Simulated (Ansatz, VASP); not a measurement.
# Cross-check of SbP between VASP and Ansatz, part 2 of 3

Aim: how closely do two programs agree when they are given the same cell, functional and k mesh? The cell is generated by rule, not measured, and may not be a known phase. The cell is taken from a series of runs on this material, whose earlier steps may have relaxed, scaled, displaced or heated it; both programs get it as it stands.

VASP 6.6.1 and Ansatz 0.2.0.

So far: The structure; Ansatz: zone-centre phonons, LDA.

## Step 3: VASP: zone-centre phonons, LDA

Level of this step: LDA; plane waves and PAW (Sb, P); invented cell (VASP).

The same cell, functional (in two slightly different forms), mesh and smearing now go to VASP, with its own data sets.

Lines of VASP's logs that name or quote its potential files are left out, and so is its time.

The input, INCAR:

```
SYSTEM = SbP
PREC = Accurate
ENCUT = 500
EDIFF = 1E-08
NELM = 120
ISMEAR = 1
SIGMA = 0.15
LREAL = .FALSE.
ALGO = Normal
GGA = CA
NBANDS = 28
LORBIT = 11
LWAVE = .FALSE.
LCHARG = .FALSE.
ISIF = 2
IBRION = 8
LASPH = .TRUE.
GGA_COMPAT = .FALSE.
KPAR = 2
```

The input, POSCAR:

```
SbP
1.0
    3.6798033399      0.0000000000      0.0000000000
    0.0000000000      7.1891379682      0.0000000000
    0.0000000000      0.0000000000      8.0376137774
Sb P
4 4
Direct
    0.0000000000      0.7252956244      0.0029449134
    0.0000000000      0.2747043756      0.0029449134
    0.5000000000      0.0000000000      0.5756991881
    0.5000000000      0.5000000000      0.5079061842
    0.5000000000      0.8496713945      0.2013222760
    0.5000000000      0.1503286055      0.2013222760
    0.0000000000      0.0000000000      0.7950729108
    0.0000000000      0.5000000000      0.7127873382
```

The input, KPOINTS:

```
Automatic mesh
0
Gamma
8 4 4
0 0 0
```

The projector-augmented-wave data sets are Sb and P (LDA family, release 64).

Started as:

```bash
$ mpirun -np 2 vasp_std
```

What it wrote:

```text
[banner, memory and clock lines left out]
running    2 mpi-ranks, on    1 nodes
 distrk:  each k-point on    1 cores,    2 groups
 distr:  one band on    1 cores,    1 groups

 POSCAR found type information on POSCAR SbP
 POSCAR found :  2 types and       8 ions
 LDA part: xc-table for (Slater(with rela. corr.)+CA(PZ))
 , standard interpolation
 POSCAR, INCAR and KPOINTS ok, starting setup
 FFT: planning ... GRIDC
 FFT: planning ... GRID_SOFT
 FFT: planning ... GRID
 WAVECAR not read
 entering main loop
       N       E                     dE             d eps       ncg     rms          rms(c)
DAV:   1     0.203127367580E+03    0.20313E+03   -0.14026E+04  2520   0.112E+03
DAV:   2    -0.215431966846E+02   -0.22467E+03   -0.21874E+03  3056   0.191E+02
DAV:   3    -0.412049664857E+02   -0.19662E+02   -0.19283E+02  3100   0.621E+01
DAV:   4    -0.416848996012E+02   -0.47993E+00   -0.47701E+00  3244   0.104E+01
DAV:   5    -0.416947403816E+02   -0.98408E-02   -0.98282E-02  3252   0.161E+00    0.101E+01
DAV:   6    -0.408484122502E+02    0.84633E+00   -0.22574E+00  2944   0.571E+00    0.612E+00
DAV:   7    -0.408049943068E+02    0.43418E-01   -0.54666E-01  3056   0.292E+00    0.229E+00
DAV:   8    -0.407879053114E+02    0.17089E-01   -0.42690E-02  3068   0.926E-01    0.678E-01
DAV:   9    -0.407869463004E+02    0.95901E-03   -0.87355E-03  3044   0.450E-01    0.163E-01
DAV:  10    -0.407869594169E+02   -0.13117E-04   -0.66383E-04  3300   0.115E-01    0.874E-02
DAV:  11    -0.407869407726E+02    0.18644E-04   -0.12759E-04  3208   0.498E-02    0.327E-02
DAV:  12    -0.407869428747E+02   -0.21021E-05   -0.29503E-05  2988   0.255E-02    0.217E-02
DAV:  13    -0.407869437335E+02   -0.85880E-06   -0.20076E-06  3308   0.700E-03    0.742E-03
DAV:  14    -0.407869434360E+02    0.29749E-06   -0.78895E-07  3152   0.407E-03    0.318E-03
DAV:  15    -0.407869434532E+02   -0.17206E-07   -0.29813E-07  2996   0.214E-03    0.841E-04
DAV:  16    -0.407869434536E+02   -0.39336E-09   -0.14197E-08  2040   0.585E-04
   1 F= -.40786943E+02 E0= -.40786015E+02  d E =-.278668E-02
 Linear response reoptimize wavefunctions to high precision
DAV:   1    -0.407869434544E+02   -0.77512E-09   -0.31768E-09  2180   0.253E-04
DAV:   2    -0.407869434544E+02   -0.13188E-10   -0.65904E-10  1652   0.123E-04
 Linear response DOF=          18
 Linear response progress:
  Degree of freedom:   1/ 18
       N       E                     dE             d eps       ncg     rms          rms(c)
RMM:   1    -0.247965541539E-01   -0.24797E-01   -0.87484E-03  6917   0.102E+00
RMM:   2    -0.228724143747E-01    0.19241E-02   -0.28080E-03  6380   0.229E-01    0.619E-02
RMM:   3    -0.228177560755E-01    0.54658E-04   -0.79782E-05  6565   0.401E-02    0.364E-02
RMM:   4    -0.227438904213E-01    0.73866E-04   -0.42431E-06  6629   0.150E-02    0.250E-03
RMM:   5    -0.227411335315E-01    0.27569E-05    0.22230E-06  6762   0.365E-03    0.148E-03
RMM:   6    -0.227389448456E-01    0.21887E-05   -0.30926E-07  6815   0.116E-03    0.323E-04
RMM:   7    -0.227390218537E-01   -0.77008E-07    0.46540E-08  6883   0.318E-04    0.129E-04
RMM:   8    -0.227388772621E-01    0.14459E-06    0.50103E-08  7111   0.113E-04    0.257E-05
RMM:   9    -0.227388608682E-01    0.16394E-07    0.36799E-08  7300   0.534E-05    0.832E-06
RMM:  10    -0.227388588727E-01    0.19955E-08    0.48253E-09  7539   0.378E-05    0.210E-06
 first order change of Fermi-energy   0.43517E-04
 force on displaced ion       1 direction 1 :  -5.735   0.001  -0.005
 Linear response progress:
  Degree of freedom:   2/ 18
       N       E                     dE             d eps       ncg     rms          rms(c)
RMM:   1    -0.354144227903E-01   -0.35414E-01    0.11367E-02  5276   0.107E+00
RMM:   2    -0.329753853250E-01    0.24390E-02   -0.37373E-03  4574   0.263E-01    0.802E-02
RMM:   3    -0.328702735388E-01    0.10511E-03   -0.18276E-04  4837   0.540E-02    0.478E-02
RMM:   4    -0.327860389376E-01    0.84235E-04   -0.32918E-05  4838   0.211E-02    0.164E-02
RMM:   5    -0.327696082112E-01    0.16431E-04   -0.43020E-06  4997   0.796E-03    0.490E-03
RMM:   6    -0.327709388244E-01   -0.13306E-05   -0.27789E-07  4957   0.236E-03    0.139E-03
RMM:   7    -0.327726928479E-01   -0.17540E-05   -0.12619E-07  4974   0.104E-03    0.334E-04
RMM:   8    -0.327729669298E-01   -0.27408E-06   -0.41052E-08  5139   0.276E-04    0.130E-04
RMM:   9    -0.327730434446E-01   -0.76515E-07   -0.69758E-09  5235   0.903E-05    0.376E-05
RMM:  10    -0.327730243059E-01    0.19139E-07   -0.90167E-09  5377   0.508E-05    0.106E-05
RMM:  11    -0.327730398629E-01   -0.15557E-07   -0.27661E-09  5509   0.350E-05    0.373E-06
RMM:  12    -0.327730462010E-01   -0.63381E-08   -0.10367E-09  5688   0.301E-05    0.969E-07
 first order change of Fermi-energy   0.81263E-01
 force on displaced ion       1 direction 2 :   0.000  -6.609  -0.353
 Linear response progress:
  Degree of freedom:   3/ 18
[...]
RMM:   6    -0.571307936103E-01    0.68632E-05   -0.12925E-06  4950   0.409E-03    0.292E-03
RMM:   7    -0.571273167866E-01    0.34768E-05   -0.28187E-07  5042   0.146E-03    0.120E-03
RMM:   8    -0.571302025456E-01   -0.28858E-05   -0.30422E-07  5016   0.502E-04    0.128E-04
RMM:   9    -0.571304930175E-01   -0.29047E-06   -0.16016E-07  5264   0.145E-04    0.529E-05
[...]
RMM:   1    -0.597043018506E-01   -0.59704E-01    0.24172E-02  6413   0.111E+00
RMM:   2    -0.552835253085E-01    0.44208E-02   -0.38265E-03  4407   0.261E-01    0.861E-02
RMM:   3    -0.553745006512E-01   -0.90975E-04   -0.18620E-04  4723   0.560E-02    0.453E-02
RMM:   4    -0.554557721916E-01   -0.81272E-04   -0.23233E-05  4753   0.187E-02    0.120E-02
RMM:   5    -0.554770051408E-01   -0.21233E-04   -0.12162E-06  4905   0.565E-03    0.333E-03
RMM:   6    -0.554718132484E-01    0.51919E-05   -0.20759E-07  4879   0.150E-03    0.151E-03
RMM:   7    -0.554721339410E-01   -0.32069E-06   -0.11463E-07  5029   0.476E-04    0.266E-04
RMM:   8    -0.554727034519E-01   -0.56951E-06    0.38785E-09  5097   0.148E-04    0.516E-05
RMM:   9    -0.554727365906E-01   -0.33139E-07    0.46299E-08  5354   0.618E-05    0.128E-05
RMM:  10    -0.554727200148E-01    0.16576E-07    0.77669E-08  5467   0.413E-05    0.485E-06
RMM:  11    -0.554727171681E-01    0.28467E-08    0.30889E-08  5561   0.366E-05    0.101E-06
 first order change of Fermi-energy  -0.11251E-03
 force on displaced ion       7 direction 2 :   0.000  -7.493  -0.005
 Linear response progress:
  Degree of freedom:  15/ 18
       N       E                     dE             d eps       ncg     rms          rms(c)
RMM:   1    -0.622689816088E-01   -0.62269E-01    0.26710E-02  5885   0.112E+00
RMM:   2    -0.570440007515E-01    0.52250E-02   -0.39654E-03  3982   0.270E-01    0.131E-01
RMM:   3    -0.571405924969E-01   -0.96592E-04   -0.31333E-04  4237   0.676E-02    0.677E-02
RMM:   4    -0.572546508275E-01   -0.11406E-03   -0.43188E-05  4240   0.247E-02    0.223E-02
RMM:   5    -0.573061867010E-01   -0.51536E-04   -0.47203E-06  4330   0.893E-03    0.498E-03
RMM:   6    -0.572998111045E-01    0.63756E-05   -0.49211E-07  4397   0.259E-03    0.214E-03
RMM:   7    -0.572991812236E-01    0.62988E-06   -0.70537E-08  4502   0.924E-04    0.673E-04
RMM:   8    -0.573020688243E-01   -0.28876E-05   -0.29254E-08  4417   0.383E-04    0.915E-05
RMM:   9    -0.573020955084E-01   -0.26684E-07    0.21788E-09  4707   0.112E-04    0.386E-05
RMM:  10    -0.573019721742E-01    0.12333E-06    0.50374E-08  4686   0.633E-05    0.913E-06
RMM:  11    -0.573020247129E-01   -0.52539E-07   -0.29696E-08  4967   0.441E-05    0.490E-06
RMM:  12    -0.573020325285E-01   -0.78156E-08   -0.27011E-09  5061   0.394E-05    0.149E-06
 first order change of Fermi-energy  -0.14342E+00
 force on displaced ion       7 direction 3 :   0.000  -0.000  -9.405
 Linear response progress:
  Degree of freedom:  16/ 18
       N       E                     dE             d eps       ncg     rms          rms(c)
RMM:   1    -0.489901675963E-01   -0.48990E-01    0.23396E-02  6600   0.104E+00
RMM:   2    -0.466886848903E-01    0.23015E-02   -0.29852E-03  4864   0.219E-01    0.101E-01
RMM:   3    -0.468605806555E-01   -0.17190E-03   -0.19825E-04  4940   0.527E-02    0.517E-02
RMM:   4    -0.470822075105E-01   -0.22163E-03   -0.96691E-05  4860   0.317E-02    0.909E-03
RMM:   5    -0.470728893832E-01    0.93181E-05   -0.48767E-06  5276   0.874E-03    0.423E-03
RMM:   6    -0.470608158177E-01    0.12074E-04   -0.38470E-07  5149   0.201E-03    0.247E-03
RMM:   7    -0.470662839468E-01   -0.54681E-05   -0.69867E-08  5111   0.709E-04    0.449E-04
RMM:   8    -0.470647493055E-01    0.15346E-05   -0.14849E-08  5446   0.231E-04    0.560E-05
RMM:   9    -0.470646065720E-01    0.14273E-06   -0.32270E-08  5698   0.747E-05    0.179E-05
RMM:  10    -0.470645683540E-01    0.38218E-07   -0.12634E-07  5875   0.470E-05    0.442E-06
RMM:  11    -0.470645475429E-01    0.20811E-07   -0.39165E-08  6017   0.419E-05    0.396E-06
RMM:  12    -0.470645510794E-01   -0.35365E-08   -0.33506E-08  5334   0.400E-05    0.182E-06
 first order change of Fermi-energy  -0.38020E-04
 force on displaced ion       8 direction 1 :  -8.604   0.000   0.003
 Linear response progress:
  Degree of freedom:  17/ 18
       N       E                     dE             d eps       ncg     rms          rms(c)
RMM:   1    -0.582373703041E-01   -0.58237E-01    0.34875E-03  5952   0.101E+00
RMM:   2    -0.548566195224E-01    0.33808E-02   -0.32135E-03  4395   0.223E-01    0.460E-02
RMM:   3    -0.549375924474E-01   -0.80973E-04   -0.12286E-04  4673   0.427E-02    0.267E-02
RMM:   4    -0.550087014702E-01   -0.71109E-04   -0.20002E-05  4687   0.148E-02    0.757E-03
RMM:   5    -0.550254721751E-01   -0.16771E-04   -0.14926E-06  4875   0.412E-03    0.269E-03
RMM:   6    -0.550240671138E-01    0.14051E-05    0.43784E-08  4908   0.991E-04    0.107E-03
RMM:   7    -0.550250456897E-01   -0.97858E-06    0.80961E-08  5022   0.326E-04    0.204E-04
RMM:   8    -0.550252184917E-01   -0.17280E-06    0.83473E-08  5202   0.111E-04    0.451E-05
RMM:   9    -0.550252557191E-01   -0.37227E-07    0.17017E-07  5328   0.579E-05    0.148E-05
RMM:  10    -0.550252102480E-01    0.45471E-07    0.18616E-07  5514   0.447E-05    0.277E-06
RMM:  11    -0.550252116680E-01   -0.14200E-08    0.54428E-08  5444   0.401E-05    0.112E-06
 first order change of Fermi-energy  -0.64464E-07
 force on displaced ion       8 direction 2 :   0.000  -2.696   0.005
 Linear response progress:
  Degree of freedom:  18/ 18
       N       E                     dE             d eps       ncg     rms          rms(c)
RMM:   1    -0.623237999858E-01   -0.62324E-01    0.21297E-02  5714   0.109E+00
RMM:   2    -0.566971454445E-01    0.56267E-02   -0.40540E-03  3969   0.262E-01    0.128E-01
RMM:   3    -0.568044578106E-01   -0.10731E-03   -0.28237E-04  4202   0.638E-02    0.676E-02
RMM:   4    -0.569306393024E-01   -0.12618E-03   -0.64798E-05  4194   0.267E-02    0.212E-02
RMM:   5    -0.569706265827E-01   -0.39987E-04   -0.54511E-06  4345   0.873E-03    0.525E-03
RMM:   6    -0.569630198162E-01    0.76068E-05   -0.56663E-07  4360   0.264E-03    0.197E-03
RMM:   7    -0.569621531317E-01    0.86668E-06   -0.73436E-08  4475   0.927E-04    0.609E-04
RMM:   8    -0.569643921087E-01   -0.22390E-05   -0.32642E-08  4458   0.318E-04    0.115E-04
RMM:   9    -0.569645558543E-01   -0.16375E-06    0.26810E-10  4696   0.103E-04    0.400E-05
RMM:  10    -0.569645106612E-01    0.45193E-07    0.70098E-08  4750   0.575E-05    0.855E-06
RMM:  11    -0.569645209146E-01   -0.10253E-07    0.86195E-10  5033   0.405E-05    0.398E-06
RMM:  12    -0.569645211049E-01   -0.19033E-09   -0.59952E-09  4934   0.368E-05    0.100E-06
 first order change of Fermi-energy   0.15831E+00
 force on displaced ion       8 direction 3 :   0.000  -0.000 -10.577
 Linear response finished
```

(Part 2 of 3 ends here.)

[Lines on the potential files, build, host, timing and source positions are cut from VASP's logs without a mark.]

[Logs are printed without paths, hosts, clocks, repeated set-up lines and the standing remarks that a program may print on its own settings, such as how far it seeks lower states.]

[Hosts, paths, dates, database ids (printed as entryN), source tags and the programs' standing remarks are cut or masked in the printed files.]
